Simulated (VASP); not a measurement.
## Germanene and its bilayer

Aim: relax germanene, place its levels against the vacuum, then find how two sheets stack and bind.

Main program and level: VASP 6.6.1; optB86b-vdW; plane waves and PAW (Ge), in the first sound run; inputs show where later runs differ.

### Step 1. The starting structure

The cell holds 2 atoms: 2 Ge. Its edges and angles: a = 4.060 Å, b = 4.060 Å, c = 22.000 Å, α = 90.0°, β = 90.0°, γ = 120.0°. Vacuum lies along c.

### Step 2. Relaxing the monolayer

The sheet's cell relaxes in its plane with the atoms, while the vacuum is kept.

INCAR reads:

```
SYSTEM = Ge
PREC = Normal
ENCUT = 350
EDIFF = 1E-06
NELM = 120
ISMEAR = 0
SIGMA = 0.03
LREAL = .FALSE.
ALGO = Normal
GGA = MK
AGGAC = 0
LUSE_VDW = .TRUE.
PARAM1 = 0.1234
PARAM2 = 1
LASPH = .TRUE.
NBANDS = 10
LORBIT = 11
LWAVE = .FALSE.
LCHARG = .FALSE.
KPAR = 4
IBRION = 2
NSW = 50
ISIF = 3
EDIFFG = -0.015
POTIM = 0.4
IDIPOL = 3
LDIPOL = .TRUE.
DIPOL = 0.5 0.5 0.5
LATTICE_CONSTRAINTS = .TRUE. .TRUE. .FALSE.
```

POSCAR reads:

```
Ge
1.0
    4.0600000000      0.0000000000      0.0000000000
   -2.0300000000      3.5160631394      0.0000000000
    0.0000000000      0.0000000000     22.0000000000
Ge
2
Direct
    0.3333333333      0.6666666667      0.4843181818
    0.6666666667      0.3333333333      0.5156818182
```

KPOINTS reads:

```
Automatic mesh
0
Gamma
9 9 1
0 0 0
```

Potentials, in the order of the species: Ge (PBE family, release 64).

Started as:

```bash
$ mpirun -np 4 vasp_std
```

The program printed:

```text
[banner, memory and clock lines left out]
running    4 mpi-ranks, on    1 nodes
 distrk:  each k-point on    1 cores,    4 groups
 distr:  one band on    1 cores,    1 groups

 POSCAR found type information on POSCAR Ge
 POSCAR found :  1 types and       2 ions
|                                                                             |
|               ----> ADVICE to this user running VASP <----                  |
|                                                                             |
|     You have switched on vdW-DFT.                                           |
|     This routine was written and supplied by Jiri Klimes. We recommend      |
|     that you carefully read and cite the following publications:            |
|       J. Klimes, D.R. Bowler, A. Michelides                                 |
|          J. Phys.: Cond Matt. 22 022201 (2010)                              |
|       J. Klimes, D.R. Bowler, A. Michelides                                 |
|          Phys. Rev. B. 83, 195131 (2011)                                    |
|     and references therein.                                                 |
|                                                                             |

|                                                                             |
|               ----> ADVICE to this user running VASP <----                  |
|                                                                             |
|     You enforced a specific xc type in the INCAR file but a different       |
|     [... a line on the potential file left out ...]
|     I HOPE YOU KNOW WHAT YOU ARE DOING!                                     |
|                                                                             |

 LDA part: xc-table for (Slater+PW92), standard interpolation
 POSCAR, INCAR and KPOINTS ok, starting setup
 FFT: planning ... GRIDC
 FFT: planning ... GRID_SOFT
 FFT: planning ... GRID
 WAVECAR not read
 entering main loop
       N       E                     dE             d eps       ncg     rms          rms(c)
DAV:   1     0.385938103184E+02    0.38594E+02   -0.17256E+03   240   0.350E+02
DAV:   2    -0.198640833286E+01   -0.40580E+02   -0.38921E+02   362   0.700E+01
DAV:   3    -0.540829604143E+01   -0.34219E+01   -0.34119E+01   310   0.273E+01
DAV:   4    -0.546097111064E+01   -0.52675E-01   -0.52579E-01   386   0.383E+00
DAV:   5    -0.546119293903E+01   -0.22183E-03   -0.22182E-03   354   0.189E-01    0.262E+00
DAV:   6    -0.536974449818E+01    0.91448E-01   -0.62108E-02   266   0.108E+00    0.157E+00
DAV:   7    -0.531437732594E+01    0.55367E-01   -0.14857E-01   332   0.167E+00    0.159E-01
DAV:   8    -0.531095832542E+01    0.34190E-02   -0.43951E-03   326   0.354E-01    0.497E-02
DAV:   9    -0.531009288099E+01    0.86544E-03   -0.35870E-04   314   0.732E-02    0.351E-02
DAV:  10    -0.530739613494E+01    0.26967E-02   -0.14437E-03   266   0.134E-01    0.188E-02
DAV:  11    -0.530733489122E+01    0.61244E-04   -0.37903E-04   244   0.115E-01    0.981E-03
DAV:  12    -0.530762520368E+01   -0.29031E-03   -0.14944E-04   244   0.832E-02    0.617E-03
DAV:  13    -0.530793686951E+01   -0.31167E-03   -0.92489E-05   262   0.436E-02    0.192E-03
DAV:  14    -0.530801546997E+01   -0.78600E-04   -0.11026E-05   298   0.132E-02    0.135E-03
DAV:  15    -0.530808974654E+01   -0.74277E-04   -0.20740E-05   274   0.133E-02    0.482E-04
DAV:  16    -0.530810081952E+01   -0.11073E-04   -0.14435E-06   296   0.342E-03    0.263E-04
DAV:  17    -0.530810899993E+01   -0.81804E-05   -0.14671E-06   248   0.318E-03    0.882E-05
DAV:  18    -0.530811038581E+01   -0.13859E-05   -0.25072E-07   276   0.129E-03    0.255E-05
DAV:  19    -0.530811049018E+01   -0.10437E-06   -0.58150E-09   320   0.385E-04
   1 F= -.53081105E+01 E0= -.53076926E+01  d E =-.530811E+01
 curvature:   0.00 expect dE= 0.000E+00 dE for cont linesearch  0.000E+00
 trial: gam= 0.00000 g(F)=  0.278E-03 g(S)=  0.808E-03 ort = 0.000E+00 (trialstep = 0.100E+01)
 search vector abs. value=  0.109E-02
 bond charge predicted
       N       E                     dE             d eps       ncg     rms          rms(c)
DAV:   1    -0.530904370831E+01   -0.93332E-03   -0.12663E-02   266   0.549E-01    0.731E-02
DAV:   2    -0.530886510176E+01    0.17861E-03   -0.29223E-04   304   0.882E-02    0.426E-02
DAV:   3    -0.530876447468E+01    0.10063E-03   -0.21742E-04   274   0.674E-02    0.909E-03
DAV:   4    -0.530876314788E+01    0.13268E-05   -0.59423E-06   332   0.136E-02    0.707E-03
DAV:   5    -0.530875500388E+01    0.81440E-05   -0.36466E-06   304   0.838E-03    0.162E-03
DAV:   6    -0.530875571190E+01   -0.70802E-06   -0.91630E-08   284   0.137E-03
   2 F= -.53087557E+01 E0= -.53083378E+01  d E =-.645222E-03
[...]
3 F= -.53087871E+01 E0= -.53083692E+01  d E =-.676624E-03
[...]
4 F= -.53090596E+01 E0= -.53086417E+01  d E =-.272506E-03
 trial-energy change:   -0.000273  1 .order   -0.000277   -0.000352   -0.000203
 step:   2.4817(harm=  2.4817)  dis= 0.00725  next Energy=    -5.309202 (dE=-0.415E-03)
 bond charge predicted
       N       E                     dE             d eps       ncg     rms          rms(c)
DAV:   1    -0.530917104425E+01   -0.11173E-03   -0.84130E-03   244   0.454E-01    0.174E-02
DAV:   2    -0.530919495805E+01   -0.23914E-04   -0.36771E-04   258   0.901E-02    0.735E-03
DAV:   3    -0.530919274620E+01    0.22119E-05   -0.49522E-06   292   0.121E-02    0.481E-03
DAV:   4    -0.530918832887E+01    0.44173E-05   -0.24503E-06   268   0.832E-03    0.840E-04
DAV:   5    -0.530918853696E+01   -0.20810E-06   -0.13046E-07   284   0.186E-03
   5 F= -.53091885E+01 E0= -.53087706E+01  d E =-.401422E-03
 curvature:  -1.64 expect dE=-0.548E-06 dE for cont linesearch -0.342E-07
 trial: gam=-0.00743 g(F)=  0.245E-07 g(S)=  0.309E-06 ort =-0.304E-05 (trialstep = 0.134E+01)
 search vector abs. value=  0.403E-06
 reached required accuracy - stopping structural energy minimisation
```

The job ended after 2.3 min (4 MPI ranks of Intel Xeon 6975P-C (Granite Rapids), shared host; peak memory 1.8 GiB).

The logs omit lines about the potential files and the build; timing stands in the text.

Parts of OUTCAR (step 2):

```text
ion  position               nearest neighbor table
   1  0.333  0.667  0.484-   2 2.44   2 2.44   2 2.44
   2  0.667  0.333  0.516-   1 2.44   1 2.44   1 2.44

  LATTYP: Found a hexagonal cell.
 ALAT       =     4.0600000000
 C/A-ratio  =     5.4187192118

 Subroutine GETGRP returns: Found 12 space group operations
 (whereof 12 operations were pure point group operations)

The static configuration has the point symmetry D_3d.

 Found     12 irreducible k-points:

   k-points           NKPTS =     12   k-points in BZ     NKDIM =     12   number of bands    NBANDS=     10

   dimension x,y,z NGX =    20 NGY =   20 NGZ =  108
   dimension x,y,z NGXF=    40 NGYF=   40 NGZF=  216

   ENCUT  =  350.0 eV  25.72 Ry    5.07 a.u.   6.19  6.19 33.56*2*pi/ulx,y,z

   NELECT =       8.0000    total number of electrons

 k-points in reciprocal lattice and weights: Automatic mesh
   0.00000000  0.00000000  0.00000000       0.012
   0.11111111  0.00000000  0.00000000       0.074
   0.22222222  0.00000000  0.00000000       0.074
   0.33333333  0.00000000  0.00000000       0.074
   0.44444444  0.00000000  0.00000000       0.074
   0.11111111  0.11111111  0.00000000       0.074
   0.22222222  0.11111111  0.00000000       0.148
   0.33333333  0.11111111  0.00000000       0.148
   0.44444444  0.11111111  0.00000000       0.074
   0.22222222  0.22222222  0.00000000       0.074
   0.33333333  0.22222222  0.00000000       0.148
   0.33333333  0.33333333  0.00000000       0.025

 dipolmoment           0.000000      0.000000      0.000000 electrons x Angstroem

 average (electrostatic) potential at core
       1 -39.9147       2 -39.9147

 E-fermi :  -3.4265

 k-point     1 :       0.0000    0.0000    0.0000
  band No.  band energies     occupation
      1     -14.5914      2.00000
      2      -6.9811      2.00000
      3      -3.7914      2.00000
      4      -3.7914      2.00000
      5      -2.8894      0.00000
      6      -1.3353      0.00000
      7       0.3275      0.00000
      8       0.4752      0.00000
      9       0.4752      0.00000
    ...

 k-point     2 :       0.1111    0.0000    0.0000
  band No.  band energies     occupation
      1     -14.4578      2.00000
      2      -7.1106      2.00000
      3      -4.9863      2.00000
      4      -4.0560      2.00000
      5      -1.7094      0.00000
      6      -1.2630      0.00000
      7       0.3484      0.00000
      8       0.4834      0.00000
      9       0.9147      0.00000
    ...

 k-point     3 :       0.2222    0.0000    0.0000
  band No.  band energies     occupation
      1     -14.0631      2.00000
      2      -7.9869      2.00000
      3      -5.5333      2.00000
      4      -4.5773      2.00000
      5      -1.5206      0.00000
      6      -1.1395      0.00000
      7       0.7180      0.00000
      8       0.9051      0.00000
      9       1.5599      0.00000
    ...

Total vdW correction in eV:      1.8195218

  Total        0.0028309      0.0028309     -0.0027520      0.0000000     -0.0000000     -0.0000000
  in kB        0.0145409      0.0145409     -0.0141355      0.0000000     -0.0000000     -0.0000000
  external PRESSURE =       0.0049821 kB  Pullay stress =       0.0000000 kB

  energy-cutoff  :      350.00
  volume of cell :      311.92
      direct lattice vectors                 reciprocal lattice vectors
     4.046199936  0.000000000  0.000000000     0.247145474  0.142689506  0.000000000
    -2.023099968  3.504111933  0.000000000     0.000000000  0.285379012  0.000000000
     0.000000000  0.000000000 22.000000000     0.000000000  0.000000000  0.045454545

 POSITION                                       TOTAL-FORCE (eV/Angst)
 -----------------------------------------------------------------------------------
     -0.00000      2.33607     10.64484        -0.000000     -0.000000      0.000564
      2.02310      1.16804     11.35516         0.000000      0.000000     -0.000564
 -----------------------------------------------------------------------------------
    total drift:                               -0.000000      0.000000      0.000000

  FREE ENERGIE OF THE ION-ELECTRON SYSTEM (eV)
  ---------------------------------------------------
  free  energy   TOTEN  =        -5.3091885370 eV

  energy  without entropy=       -5.3083527005  energy(sigma->0) =       -5.30877062

Total vdW correction in eV:      1.8194741

 reached required accuracy - stopping structural energy minimisation

 vacuum level on the upper side and lower side of the slab         1.151         1.151

 total charge
# of ion       s       p       d       tot
------------------------------------------
    1        1.191   1.123   0.043   2.357
    2        1.191   1.123   0.043   2.357
--------------------------------------------------
tot          2.382   2.246   0.087   4.715

[... 3 further parts left out ...]
```

CONTCAR:

```
Ge
   1.00000000000000
     4.0461999356458618    0.0000000000000000    0.0000000000000000
    -2.0230999678229309    3.5041119330950963    0.0000000000000000
     0.0000000000000000    0.0000000000000000   22.0000000000000000
  Ge
     2
Direct
     0.3333333332999970    0.6666666667000030    0.4838564851215209
     0.6666666667000030    0.3333333332999970    0.5161435148784792
```

The PAW data sets were made with PBE, which is usual practice but a small mismatch for other functionals. The data set Ge keeps the semicore shell frozen, which is cheaper and a little less accurate. The run keeps the 12 symmetry operations of its start, so it cannot find a distortion of lower symmetry.

Step by step:

| step | energy less that of the first step (eV) | largest force (eV/Å) | pressure (GPa) | volume (Å³) |
| --- | --- | --- | --- | --- |
| 1 | 0.0000 | 0.0600 | -0.04 | 314.05 |
| 2 | -0.0006 | 0.0572 | 0.01 | 312.30 |
| 3 | -0.0007 | 0.0565 | 0.02 | 311.85 |
| 4 | -0.0009 | 0.0326 | 0.01 | 311.88 |
| 5 | -0.0011 | 0.0006 | 0.00 | 311.92 |

| cell as run | before | after | change |
| --- | --- | --- | --- |
| a (Å) | 4.060 | 4.046 | -0.3 % |
| b (Å) | 4.060 | 4.046 | -0.3 % |

The atoms that moved most (Å, along periodic axes as changes of fractional coordinates times the final cell, across vacuum about the mean position):

| atom | dx | dy | dz | length |
| --- | --- | --- | --- | --- |
| Ge1 | 0.000 | 0.000 | -0.010 | 0.010 |
| Ge2 | 0.000 | 0.000 | 0.010 | 0.010 |

The relaxed structure:

```
Ge
1.0
     4.04620    0.00000    0.00000
    -2.02310    3.50411    0.00000
     0.00000    0.00000   22.00000
Ge
2
Direct
  0.33333 0.66667 0.48386
  0.66667 0.33333 0.51614
```

Numbers from this step:

```yaml
electronic_cycles: 39
electrons: 8
free_energy_toten: -5.309 eV
energy_at_zero_smearing: -5.309 eV
fermi_energy: -3.426 eV
metallic: yes
dipole_moment: 0, 0, 0 e·Å
```

The run ended after 5 ionic steps, 0.001 eV below its first step, once forces and stress met EDIFFG = -0.015.

### Step 3. A second relaxation

The plane waves were chosen for the start cell, so the relaxation is repeated from its end.

Edit INCAR of step 2 so:

```diff
@@ -21,3 +21,3 @@
 IBRION = 2
-NSW = 50
+NSW = 30
 ISIF = 3
```

POSCAR reads:

```
Ge
1.0
    4.0461999356      0.0000000000      0.0000000000
   -2.0230999678      3.5041119331      0.0000000000
    0.0000000000      0.0000000000     22.0000000000
Ge
2
Direct
    0.3333333333      0.6666666667      0.4838564851
    0.6666666667      0.3333333333      0.5161435149
```

KPOINTS is that of step 2.

Started as:

```bash
$ mpirun -np 4 vasp_std
```

The program printed:

```text
[banner, memory and clock lines left out]
running    4 mpi-ranks, on    1 nodes
 distrk:  each k-point on    1 cores,    4 groups
 distr:  one band on    1 cores,    1 groups

 POSCAR found type information on POSCAR Ge
 POSCAR found :  1 types and       2 ions
 [... a notice as in an earlier step ...]

 [... a notice as in an earlier step ...]

 LDA part: xc-table for (Slater+PW92), standard interpolation
 POSCAR, INCAR and KPOINTS ok, starting setup
 FFT: planning ... GRIDC
 FFT: planning ... GRID_SOFT
 FFT: planning ... GRID
 WAVECAR not read
 entering main loop
       N       E                     dE             d eps       ncg     rms          rms(c)
DAV:   1     0.388634800456E+02    0.38863E+02   -0.16959E+03   240   0.354E+02
DAV:   2    -0.233057900154E+01   -0.41194E+02   -0.37521E+02   376   0.688E+01
DAV:   3    -0.543010722508E+01   -0.30995E+01   -0.30943E+01   302   0.264E+01
DAV:   4    -0.546979648214E+01   -0.39689E-01   -0.39668E-01   392   0.354E+00
DAV:   5    -0.546984639363E+01   -0.49911E-04   -0.49906E-04   330   0.131E-01    0.264E+00
DAV:   6    -0.537400075551E+01    0.95846E-01   -0.66052E-02   290   0.111E+00    0.158E+00
DAV:   7    -0.531575527683E+01    0.58245E-01   -0.15762E-01   346   0.172E+00    0.163E-01
DAV:   8    -0.531207099457E+01    0.36843E-02   -0.48129E-03   332   0.372E-01    0.520E-02
DAV:   9    -0.531118180001E+01    0.88919E-03   -0.37428E-04   352   0.749E-02    0.367E-02
DAV:  10    -0.530846158870E+01    0.27202E-02   -0.14865E-03   288   0.137E-01    0.194E-02
DAV:  11    -0.530827227515E+01    0.18931E-03   -0.43363E-04   248   0.121E-01    0.106E-02
DAV:  12    -0.530865561859E+01   -0.38334E-03   -0.16820E-04   244   0.884E-02    0.619E-03
DAV:  13    -0.530896280495E+01   -0.30719E-03   -0.88211E-05   266   0.444E-02    0.212E-03
DAV:  14    -0.530904575737E+01   -0.82952E-04   -0.14135E-05   282   0.151E-02    0.167E-03
DAV:  15    -0.530913263978E+01   -0.86882E-04   -0.26242E-05   272   0.149E-02    0.604E-04
DAV:  16    -0.530914274401E+01   -0.10104E-04   -0.18358E-06   288   0.386E-03    0.300E-04
DAV:  17    -0.530915140864E+01   -0.86646E-05   -0.16445E-06   248   0.336E-03    0.785E-05
DAV:  18    -0.530915248492E+01   -0.10763E-05   -0.72156E-08   304   0.822E-04    0.291E-05
DAV:  19    -0.530915288930E+01   -0.40437E-06   -0.33394E-08   262   0.581E-04
   1 F= -.53091529E+01 E0= -.53087350E+01  d E =-.530915E+01
 curvature:   0.00 expect dE= 0.000E+00 dE for cont linesearch  0.000E+00
 trial: gam= 0.00000 g(F)=  0.444E-07 g(S)=  0.196E-06 ort = 0.000E+00 (trialstep = 0.100E+01)
 search vector abs. value=  0.241E-06
 reached required accuracy - stopping structural energy minimisation
```

Elapsed: 57 s, on 4 MPI ranks; peak memory 1.8 GiB.

From OUTCAR (step 3):

```text
  LATTYP: Found a hexagonal cell.
 ALAT       =     4.0461999356
 C/A-ratio  =     5.4372004227

The static configuration has the point symmetry D_3d.

 Found     12 irreducible k-points:

   ENCUT  =  350.0 eV  25.72 Ry    5.07 a.u.   6.17  6.17 33.56*2*pi/ulx,y,z

   NELECT =       8.0000    total number of electrons

 E-fermi :  -3.4239

 k-point     1 :       0.0000    0.0000    0.0000
  band No.  band energies     occupation
      1     -14.5885      2.00000
      2      -6.9784      2.00000
      3      -3.7885      2.00000
      4      -3.7885      2.00000
      5      -2.8866      0.00000
      6      -1.3285      0.00000
      7       0.4030      0.00000
      8       0.4781      0.00000
      9       0.4781      0.00000
    ...

 k-point     2 :       0.1111    0.0000    0.0000
  band No.  band energies     occupation
      1     -14.4549      2.00000
      2      -7.1078      2.00000
      3      -4.9835      2.00000
      4      -4.0531      2.00000
      5      -1.7064      0.00000
      6      -1.2569      0.00000
      7       0.3571      0.00000
      8       0.5564      0.00000
      9       0.9630      0.00000
    ...

Total vdW correction in eV:      1.8194941

  Total        0.0022562      0.0022562     -0.0068062      0.0000000      0.0000000      0.0000000
  in kB        0.0115888      0.0115888     -0.0349599      0.0000000      0.0000000      0.0000000
  external PRESSURE =      -0.0039274 kB  Pullay stress =       0.0000000 kB

 POSITION                                       TOTAL-FORCE (eV/Angst)
 -----------------------------------------------------------------------------------
     -0.00000      2.33607     10.64484         0.000000     -0.000000      0.000758
      2.02310      1.16804     11.35516        -0.000000      0.000000     -0.000758
 -----------------------------------------------------------------------------------
    total drift:                                0.000000     -0.000000      0.000000

  FREE ENERGIE OF THE ION-ELECTRON SYSTEM (eV)
  ---------------------------------------------------
  free  energy   TOTEN  =        -5.3091528893 eV

  energy  without entropy=       -5.3083170529  energy(sigma->0) =       -5.30873497

Total vdW correction in eV:      1.8194933

 vacuum level on the upper side and lower side of the slab         1.154         1.154

[... 9 parts as in an earlier step ...]

[... 5 further parts left out ...]
```

CONTCAR:

```
Ge
   1.00000000000000
     4.0461999355999998    0.0000000000000000    0.0000000000000000
    -2.0230999677999999    3.5041119330999999    0.0000000000000000
     0.0000000000000000    0.0000000000000000   22.0000000000000000
  Ge
     2
Direct
     0.3333333332999970    0.6666666667000030    0.4838564850999987
     0.6666666667000030    0.3333333332999970    0.5161435149000013
```

Little changed from the start: no atom moved by 0.005 Å and no cell edge by 0.1 %.

Numbers from this step:

```
electronic cycles : 19
Fermi energy      : -3.424 eV
```

The start already met the threshold, so nothing moved.

(Part 1 of 5 ends here.)

[Lines on the potential files, build, host, timing and source positions are cut from VASP's logs without a mark.]

[Logs are printed without paths, hosts, clocks, repeated set-up lines and the standing remarks that a program may print on its own settings, such as how far it seeks lower states.]

[Hosts, paths, dates, database ids (printed as entryN), source tags and the programs' standing remarks are cut or masked in the printed files.]

[Runs that stopped without an error message from VASP are left out.]
